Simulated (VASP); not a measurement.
```xyz
2
Lattice="0.0000 2.9867 2.9867 2.9867 0.0000 2.9867 2.9867 2.9867 0.0000" Properties=species:S:1:pos:R:3 pbc="T T T"
Mg     0.0000     0.0000     0.0000
Te     1.4933     1.4933     1.4933
```

Calculation: PBE GGA, VASP's PBE PAW potentials (set 64) (plane waves; VASP 6.6.1). Run with 480 eV cut-off, 6×6×6 Γ-centred mesh, Gaussian smearing of 0.050 eV, potentials Mg Te.

Unless said otherwise, spin-orbit coupling is left out, though it shifts the bands of the heavy elements here.

Problem. What does the run give for the energy per atom (σ→0), pressure, band gap (on the k-mesh) with the smallest direct gap where there is one?

Solution. 
band gap (on the k-mesh): 2.40 eV
smallest direct gap (on the k-mesh): 3.57 eV
energy per atom (σ→0): -2.907 eV/atom
pressure: 15.01 GPa

Only differences to runs with the same potentials and settings are physical.

The compound is MgTe in the zinc blende structure, whereas wurtzite is the usual form. It was relaxed first under an external pressure of 15 GPa.
